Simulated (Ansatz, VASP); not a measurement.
# H2C4SCl2O2 (H2C4SCl2O2 (C2/c)) in two plane-wave programs, part 2 of 2

Aim: how closely do two programs agree when they are given the same cell, functional and k mesh? Of the first pair: The structure shown is the start of the Ansatz relaxation below; VASP solves that cell, so the two are compared at the walk's first step.

VASP 6.6.1 and Ansatz 0.2.0.

So far. Step 3 (VASP: single point, PBE with D3(BJ), start cell, pair 1): The run ends at a pressure of 6.48 GPa, with forces up to 1.5 eV/Å.

### 5. Ansatz: relaxation, PBE with D3(BJ)

Level of this step: Ansatz beside VASP: Kohn-Sham DFT, plane waves, PBE with D3(BJ) (Ansatz).

This run makes the geometry at which the two programs are then compared.

The structure compared here is the end of the Ansatz relaxation.

input.yaml

```yaml
crystal:
  lattice:
    - [15.08035, 0.0007, -0.11209]
    - [0.00048, 10.08536, 0.00083]
    - [-0.2126, 0.00137, 16.7099]
  atoms:
    - { symbol: H, position: [0.32381, 0.33348, 0.08648] }
    - { symbol: H, position: [0.17695, 0.33319, 0.16335] }
    - { symbol: H, position: [0.07374, 0.8336, 0.08646] }
    - { symbol: H, position: [0.42629, 0.8335, 0.16348] }
    - { symbol: H, position: [0.17655, 0.66672, 0.41343] }
    - { symbol: H, position: [0.32346, 0.66679, 0.33663] }
    - { symbol: H, position: [0.42665, 0.16665, 0.41343] }
    - { symbol: H, position: [0.07352, 0.16652, 0.33656] }
    - { symbol: C, position: [0.07237, 0.0415, 0.0877] }
    - { symbol: C, position: [0.42778, 0.04139, 0.16226] }
    - { symbol: C, position: [0.32238, 0.54137, 0.08771] }
    - { symbol: C, position: [0.17801, 0.5411, 0.16211] }
    - { symbol: C, position: [0.4279, 0.95875, 0.41222] }
    - { symbol: C, position: [0.07224, 0.95861, 0.33777] }
    - { symbol: C, position: [0.17787, 0.45883, 0.41227] }
    - { symbol: C, position: [0.32224, 0.45888, 0.33785] }
    - { symbol: C, position: [0.04133, 0.92267, 0.10369] }
    - { symbol: C, position: [0.45874, 0.92253, 0.14625] }
    - { symbol: C, position: [0.29139, 0.42252, 0.10373] }
    - { symbol: C, position: [0.20921, 0.42237, 0.14611] }
    - { symbol: C, position: [0.459, 0.07753, 0.3962] }
    - { symbol: C, position: [0.04116, 0.07741, 0.35378] }
    - { symbol: C, position: [0.20894, 0.57763, 0.39623] }
    - { symbol: C, position: [0.29112, 0.57766, 0.35386] }
    - { symbol: S, position: [0.2501, 0.66341, 0.12491] }
    - { symbol: S, position: [0.00015, 0.16359, 0.12495] }
    - { symbol: S, position: [0.25009, 0.33667, 0.37508] }
    - { symbol: S, position: [3.0e-05, 0.83644, 0.37495] }
    - { symbol: Cl, position: [0.16294, 0.08929, 0.04099] }
    - { symbol: Cl, position: [0.33728, 0.0893, 0.20903] }
[... 140 atom lines left out ...]
    - { symbol: O, position: [0.95828, 0.23588, 0.56138] }
    - { symbol: O, position: [0.54174, 0.23583, 0.68869] }
    - { symbol: O, position: [0.79175, 0.26404, 0.93869] }
    - { symbol: O, position: [0.70845, 0.26404, 0.8114] }
    - { symbol: O, position: [0.5417, 0.76411, 0.93863] }
    - { symbol: O, position: [0.9583, 0.76428, 0.81139] }
kpoints:
  mp_grid: { grid: [1, 1, 1] }
hamiltonian:
  xc: pbe
  dispersion: d3bj
scf:
  occupations: { method: fixed }
output:
  forces: true
  eigenvalues: true
  stress: true
relax:
  f_tol: 0.05
  max_steps: 70
```

Command:

```bash
ansatz run input.yaml --threads 4 --pin off --max-ram 8192MiB --backend cpu --events-out ev --progress --plain --runs-dir out
```

Numbers of over 12 decimals in the logs are rounded to 6 here.

Log:

```text
[...]
Crystal: 176 atoms, lattice volume = 2541.181 Å³
Basis set: ecut = 420 eV, 49633 PW (Γ), exchange–correlation on 216×144×240 points (8 copies of the dense FFT grid, shifted against one another)
Bands: 576, of which v1, the nominal top of the filled ones, is band 400 counted from 1 (399 counted from 0)
Symmetry: 1 space group operations
[...]
k-points: 1
[...]
- { symbol: S, position: [0.750067, 0.335831, 0.874978] }
    - { symbol: S, position: [0.500040, 0.835803, 0.874917] }
[...]
- { symbol: Cl, position: [0.833673, 0.910873, 0.959907] }
    - { symbol: Cl, position: [0.666336, 0.910667, 0.789925] }
    - { symbol: Cl, position: [0.583758, 0.410665, 0.959939] }
    - { symbol: Cl, position: [0.916323, 0.410848, 0.789984] }
[...]
- { symbol: O, position: [0.792524, 0.261741, 0.939860] }
    - { symbol: O, position: [0.707670, 0.261633, 0.810129] }
    - { symbol: O, position: [0.542465, 0.761635, 0.939784] }
    - { symbol: O, position: [0.957462, 0.761851, 0.810040] }
```

### 6. VASP: single point, PBE with D3(BJ), relaxed cell, pair 2

The same cell, functional and mesh now go to VASP, with its own data sets.

INCAR

```
SYSTEM = H2C4SCl2O2
PREC = Accurate
ENCUT = 600
EDIFF = 1E-06
NELM = 120
ISMEAR = 0
SIGMA = 0.01
LREAL = Auto
ALGO = Normal
GGA = PE
IVDW = 12
NBANDS = 523
LORBIT = 11
LWAVE = .FALSE.
LCHARG = .FALSE.
ISIF = 2
LASPH = .TRUE.
GGA_COMPAT = .FALSE.
EFERMI = MIDGAP
```

POSCAR

```
H2C4SCl2O2
1.0
   15.0803500000      0.0007000000     -0.1120900000
    0.0004800000     10.0853600000      0.0008300000
   -0.2126000000      0.0013700000     16.7099000000
H C S Cl O
32 64 16 32 32
Direct
    0.3255600000      0.3279500000      0.0863800000
    0.1747400000      0.3278000000      0.1635500000
    0.0754300000      0.8281300000      0.0864000000
    0.4245900000      0.8282500000      0.1636900000
    0.1745500000      0.6718500000      0.4136300000
    0.3253700000      0.6718300000      0.3364100000
    0.4246000000      0.1721400000      0.4135700000
    0.0754800000      0.1720700000      0.3364600000
    0.3253600000      0.3280400000      0.5864200000
    0.1745400000      0.3281100000      0.6636000000
    0.0755000000      0.8280900000      0.5863000000
    0.4246600000      0.8279500000      0.6636500000
    0.1744900000      0.6721100000      0.9136300000
    0.3252900000      0.6721800000      0.8364200000
    0.4247000000      0.1719600000      0.9135100000
    0.0754200000      0.1720200000      0.8364000000
    0.8255600000      0.3279000000      0.0864600000
    0.6747600000      0.3279300000      0.1636500000
    0.5754100000      0.8281200000      0.0864700000
    0.9246300000      0.8281200000      0.1636200000
    0.6746400000      0.6719100000      0.4134900000
    0.8254300000      0.6719600000      0.3362500000
    0.9246700000      0.1721100000      0.4136300000
    0.5754000000      0.1721500000      0.3363800000
    0.8255400000      0.3280200000      0.5864900000
    0.6747300000      0.3280800000      0.6637100000
    0.5754600000      0.8279600000      0.5864500000
    0.9247200000      0.8280400000      0.6635400000
    0.6745600000      0.6719000000      0.9135400000
    0.8253500000      0.6719900000      0.8363200000
[... 140 atom lines left out ...]
    0.9576900000      0.2383900000      0.5602200000
    0.5425300000      0.2381900000      0.6899500000
    0.7925200000      0.2617400000      0.9398600000
    0.7076700000      0.2616300000      0.8101300000
    0.5424700000      0.7616300000      0.9397800000
    0.9574600000      0.7618500000      0.8100400000
```

KPOINTS

```
Automatic mesh
0
Gamma
1 1 1
0 0 0
```

PAW data sets: H, C, S, Cl and O (PBE family, release 64).

Command:

```bash
export OMP_NUM_THREADS=3
mpirun -np 1 vasp_gam
```

Log:

```text
[... set-up lines as in an earlier step ...]
 entering main loop
       N       E                     dE             d eps       ncg     rms          rms(c)
DAV:   1     0.884282911072E+04    0.88428E+04   -0.46072E+05  1046   0.163E+03
DAV:   2     0.417361904558E+02   -0.88011E+04   -0.84039E+04  1580   0.351E+02
DAV:   3    -0.108211641952E+04   -0.11239E+04   -0.11088E+04  1228   0.135E+02
DAV:   4    -0.111819178657E+04   -0.36075E+02   -0.35853E+02  1276   0.253E+01
[...]
DAV:  16    -0.100860956730E+04   -0.22704E-05   -0.44955E-06  1156   0.362E-03    0.983E-03
DAV:  17    -0.100860957057E+04   -0.32674E-05   -0.33096E-06   964   0.278E-03    0.231E-03
DAV:  18    -0.100860957048E+04    0.86609E-07   -0.47952E-07   628   0.132E-03
   1 F= -.10285360E+04 E0= -.10285360E+04  d E =0.000000E+00
```

OUTCAR, selected parts (step 6):

```text
  FREE ENERGIE OF THE ION-ELECTRON SYSTEM (eV)
  ---------------------------------------------------
  free  energy   TOTEN  =     -1028.5359745751 eV

  energy  without entropy=    -1028.5359745751  energy(sigma->0) =    -1028.53597458
```

The run ends at a pressure of 0.16 GPa, with forces up to 0.22 eV/Å.

### 7. Side by side

What differs besides the data sets and the points named for the pairs above, as far as they apply: the cutoff is 420 eV in Ansatz and 600 eV in VASP (PREC = Accurate, projectors in real space). Total energies have different zeros and are not compared.

The two programs side by side:

```
              quantity  Ansatz   VASP  difference
        pressure (GPa)    0.77   0.16       +0.61
gap on the k mesh (eV)   2.128  2.134      -0.006
```

Forces on 7 of the 176 atoms, those with the largest forces and the largest differences (eV/Å; atoms numbered as in POSCAR):

```
atom         Ansatz x, y, z            VASP x, y, z
O146   0.002, -0.003, 0.021  -0.101, -0.114, -0.158
O148   0.001, -0.003, 0.021  -0.103, -0.115, -0.159
O151    0.001, 0.003, 0.021   -0.101, 0.113, -0.157
O159    0.001, 0.004, 0.022   -0.102, 0.115, -0.158
O164   0.001, -0.003, 0.021  -0.102, -0.114, -0.158
O166  -0.001, 0.003, -0.020     0.102, 0.114, 0.158
O168  -0.001, 0.003, -0.021     0.101, 0.113, 0.157
```

The forces differ by 88 meV/Å r.m.s., where the r.m.s. force is 0.015 eV/Å in Ansatz and 0.090 eV/Å in VASP: the atoms lie near their places of rest in Ansatz, so a percentage would say little (all taken over all components). A gap on the mesh is an upper bound, since the band edges may lie between its points.

### 8. Results

```json
{
 "r.m.s. force difference (single point, PBE with D3(BJ), start cell, pair 1)": "20 % of the r.m.s. force",
 "r.m.s. force difference (single point, PBE with D3(BJ), relaxed cell, pair 2)": "88 meV/Å",
 "difference in pressure (single point, PBE with D3(BJ), relaxed cell, pair 2)": "0.61 GPa"
}
```

**Reading.** The r.m.s. force difference is 88 meV/Å (single point, PBE with D3(BJ), relaxed cell, pair 2), beyond the 12 meV/Å picked in this series as the mark of a large difference. What causes the difference of the single point, PBE with D3(BJ), start cell, pair 1 pair stays open here. What causes the difference of the single point, PBE with D3(BJ), relaxed cell, pair 2 pair stays open here. How closely two codes agree says nothing of how well the functional describes the real material.

[Lines on the potential files, build, host, timing and source positions are cut from VASP's logs without a mark.]

[Logs are printed without paths, hosts, clocks, repeated set-up lines and the standing remarks that a program may print on its own settings, such as how far it seeks lower states.]

[Hosts, paths, dates, database ids (printed as entryN), source tags and the programs' standing remarks are cut or masked in the printed files.]
